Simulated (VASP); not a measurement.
Write the native input for VASP 6.6.1 that does the following.

```
Task                   : single point
Functional             : LDA
Potentials or basis    : VASP PAW LDA potentials, release 64 (Li_sv, Zn)
Cutoff                 : 520 eV
k mesh                 : 7 × 7 × 7
Occupations            : fermi-dirac, width 0.2 eV
Spin                   : no spin polarisation
Dipole correction      : no
Further INCAR settings : ALGO = Normal; EDIFF = 1e-06; NBANDS = 28
```

The structure of LiZn3 lies in POSCAR:

```
LiZn3
1.0
    0.0000000000      3.0111111900      3.0111111900
    3.0111111900      0.0000000000      3.0111111900
    3.0111111900      3.0111111900      0.0000000000
Li Zn
1 3
Direct
    0.0000000000      0.0000000000      0.0000000000
    0.2499999992      0.2499999992      0.2499999992
    0.7499999992      0.7499999992      0.7499999992
    0.5000000000      0.5000000000      0.5000000000
```

The cell comes from a database or a generator and needn't be the stable form of this composition.

One way to write it, as run:

INCAR

```
ALGO = Normal
EDIFF = 1E-6
ENCUT = 520
ISIF = 2
ISMEAR = -1
LASPH = True
LCHARG = False
LREAL = False
LWAVE = False
NBANDS = 28
NELM = 100
PREC = Accurate
SIGMA = 0.2
```

KPOINTS

```
k-points
0
Gamma
  7 7 7
```

Potentials or basis: VASP PAW LDA potentials, release 64 (Li_sv, Zn).

Run with:

```console
$ cat potpaw_LDA.64/Li_sv/POTCAR potpaw_LDA.64/Zn/POTCAR > POTCAR
$ mpirun -np 1 vasp_std > vasp.out
```

It gave:

```
Band gap on the k mesh : none (metal or under the smearing width)
```

It used 43 s of CPU time on 1 thread of Intel(R) Xeon(R) Platinum 8175M CPU @ 2.50GHz (Skylake/Cascade Lake) (shared host), which was overloaded at the time.
